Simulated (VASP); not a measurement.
CsCd, 2 atoms in the cell. The structure is cubic, space group Pm-3m (No. 221). Conventional cell: a = 4.732 Å, b = 4.732 Å, c = 4.732 Å, α = 90.00°, β = 90.00°, γ = 90.00°. Cs (site symmetry m-3m) has 8 Cd at 4.10 Å as nearest neighbours. Around Cd (site symmetry m-3m) lie 8 Cs at 4.10 Å. The cell comes from a database or a generator and needn't be the stable form of this composition.

```yaml
Program: VASP 6.6.1
Task: single point
Functional: PBE
Potentials_or_basis: VASP PAW PBE potentials, release 64 (Cs_sv, Cd)
Cutoff: 520 eV
k_mesh: 8 × 8 × 8
Occupations: fermi-dirac, width 0.05 eV
Spin: no spin polarisation
Dipole_correction: no
Further_INCAR_settings: ALGO = Normal; EDIFF = 1e-06; NBANDS = 18
```

Potentials or basis: VASP PAW PBE potentials, release 64 (Cs_sv, Cd).

Run with:

```console
$ cat potpaw_PBE.64/Cs_sv/POTCAR potpaw_PBE.64/Cd/POTCAR > POTCAR
$ mpirun -np 1 vasp_std > vasp.out
```

Hardware: 1 thread of Intel(R) Xeon(R) Platinum 8488C (Sapphire Rapids), with other jobs on the host.

Task: Estimate the wall time of this run.

Result: It took 23 s on 1 thread of Intel(R) Xeon(R) Platinum 8488C (Sapphire Rapids), with other jobs on the host, peak memory 0.24 GiB. Counts: scf iterations 12, k points 35.
